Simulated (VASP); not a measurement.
Calculation: r2SCAN meta-GGA, VASP's PBE PAW potentials (set 64) (plane waves; VASP).

Input for VASP

### POSCAR
```
Te
1.0
  3.1958065440   0.0000000000   0.0000000000
  0.0000000000   3.1958065440   0.0000000000
  0.0000000000   0.0000000000   3.1958065440
Te
1
Cartesian
  0.0000000000   0.0000000000   0.0000000000
```

**INCAR**
```
SYSTEM=Te
PREC=Accurate; ENCUT=400; LREAL=.FALSE.
LASPH=.TRUE.
EDIFF=1E-6; NELM=100; ALGO=Normal
LMAXMIX=4; LMIXTAU=.TRUE.
ISMEAR=1; SIGMA=0.1
METAGGA=R2SCAN
IBRION=2; NSW=60; ISIF=3
EDIFFG=-0.01
LWAVE=.FALSE.; LCHARG=.FALSE.
```

**KPOINTS**
```
Automatic mesh
0
gamma
  10 10 10
```

POTCAR, in this order: Te (PBE.64 set). Program: vasp_std.

What VASP printed:

OSZICAR:
```
       N       E                     dE             d eps       ncg     rms          rms(c)
DAV:   1    -0.137144741791E+02   -0.13714E+02   -0.19882E+03   791   0.526E+02
DAV:   2    -0.261452909209E+02   -0.12431E+02   -0.11545E+02  1106   0.677E+01
DAV:   3    -0.263797616161E+02   -0.23447E+00   -0.23393E+00   903   0.110E+01
DAV:   4    -0.263812059227E+02   -0.14443E-02   -0.14443E-02  1169   0.995E-01
DAV:   5    -0.263812129545E+02   -0.70318E-05   -0.70315E-05  1015   0.500E-02    0.581E+00
DAV:   6    -0.252688676997E+02    0.11123E+01   -0.18359E-01   889   0.346E+00    0.391E+00
DAV:   7    -0.255823920960E+02   -0.31352E+00   -0.13272E-01   819   0.339E+00    0.530E-01
DAV:   8    -0.253296289024E+02    0.25276E+00   -0.10385E-01   826   0.278E+00    0.651E-02
DAV:   9    -0.253340450626E+02   -0.44162E-02   -0.30377E-03  1057   0.633E-01    0.130E-01
DAV:  10    -0.253321179541E+02    0.19271E-02   -0.93645E-04   875   0.358E-01    0.151E-01
DAV:  11    -0.253343111214E+02   -0.21932E-02   -0.91663E-04   854   0.346E-01    0.130E-01
DAV:  12    -0.253344238620E+02   -0.11274E-03   -0.41275E-05   987   0.721E-02    0.797E-02
DAV:  13    -0.253344158755E+02    0.79865E-05   -0.47322E-06   952   0.240E-02    0.659E-02
DAV:  14    -0.253344251022E+02   -0.92266E-05   -0.50244E-06   833   0.248E-02    0.624E-03
DAV:  15    -0.253344255166E+02   -0.41443E-06   -0.40115E-07   868   0.807E-03
   1 F= -.25334426E+02 E0= -.25333960E+02  d E =-.253344E+02
       N       E                     dE             d eps       ncg     rms          rms(c)
DAV:   1    -0.253357316649E+02   -0.13066E-02   -0.49087E-02   798   0.119E+00    0.214E-01
DAV:   2    -0.253350301268E+02    0.70154E-03   -0.15098E-03   875   0.304E-01    0.124E-01
DAV:   3    -0.253346301502E+02    0.39998E-03   -0.10128E-03   798   0.233E-01    0.107E-01
DAV:   4    -0.253347065180E+02   -0.76368E-04   -0.24733E-05   896   0.478E-02    0.989E-02
DAV:   5    -0.253347180385E+02   -0.11520E-04   -0.21304E-06   840   0.162E-02    0.625E-02
DAV:   6    -0.253347715882E+02   -0.53550E-04   -0.20936E-05   784   0.359E-02    0.105E-02
DAV:   7    -0.253347729803E+02   -0.13922E-05   -0.10285E-06   770   0.942E-03    0.732E-03
DAV:   8    -0.253347728776E+02    0.10271E-06   -0.32601E-08   420   0.200E-03
   2 F= -.25334773E+02 E0= -.25334342E+02  d E =-.347361E-03
       N       E                     dE             d eps       ncg     rms          rms(c)
DAV:   1    -0.253349285002E+02   -0.15552E-03   -0.39085E-03   798   0.334E-01    0.578E-02
DAV:   2    -0.253348748402E+02    0.53660E-04   -0.11124E-04   861   0.806E-02    0.338E-02
DAV:   3    -0.253348430102E+02    0.31830E-04   -0.76062E-05   798   0.599E-02    0.321E-02
DAV:   4    -0.253348469205E+02   -0.39103E-05   -0.14879E-06   875   0.114E-02    0.299E-02
DAV:   5    -0.253348470343E+02   -0.11379E-06   -0.26069E-07   476   0.678E-03
   3 F= -.25334847E+02 E0= -.25334403E+02  d E =-.421518E-03
```

OUTCAR:
```
------------------------ aborting loop because EDIFF is reached ----------------------------------------
  FORCE on cell =-STRESS in cart. coord.  units (eV):
  Direction    XX          YY          ZZ          XY          YZ          ZX
  --------------------------------------------------------------------------------------
  Total       -0.0009603     -0.0009603     -0.0009603      0.0000000      0.0000000      0.0000000
  in kB       -0.0475749     -0.0475749     -0.0475749      0.0000000      0.0000000      0.0000000
  external PRESSURE =      -0.0475749 kB  Pullay stress =       0.0000000 kB
  volume of cell :       32.34
      direct lattice vectors                 reciprocal lattice vectors
     3.186025644  0.000000000  0.000000000     0.313870669 -0.000000000  0.000000000
     0.000000000  3.186025644  0.000000000    -0.000000000  0.313870669  0.000000000
    -0.000000000 -0.000000000  3.186025644    -0.000000000 -0.000000000  0.313870669
 POSITION                                       TOTAL-FORCE (eV/Angst)
 -----------------------------------------------------------------------------------
      0.00000      0.00000      0.00000         0.000000      0.000000      0.000000
 -----------------------------------------------------------------------------------
    total drift:                               -0.000000     -0.000000      0.000000
  FREE ENERGIE OF THE ION-ELECTRON SYSTEM (eV)
  ---------------------------------------------------
  free  energy   TOTEN  =       -25.3348470343 eV

  energy  without entropy=      -25.3335156635  energy(sigma->0) =      -25.33440324

 reached required accuracy - stopping structural energy minimisation
```
(Selected blocks of OUTCAR.)

File CONTCAR:
```
Te
   1.00000000000000
     3.1860256443229322    0.0000000000000000    0.0000000000000000
     0.0000000000000000    3.1860256443229322    0.0000000000000000
    -0.0000000000000000   -0.0000000000000000    3.1860256443229322
  Te
     1
Direct
     0.0000000000000000    0.0000000000000000    0.0000000000000000
```

The structure was generated: Te was put into the simple-cubic type (Pm-3m), which need not be its known phase. This run relaxes it. Symmetry was kept, so distortions that lower it aren't found. The start is the result of an earlier pass.
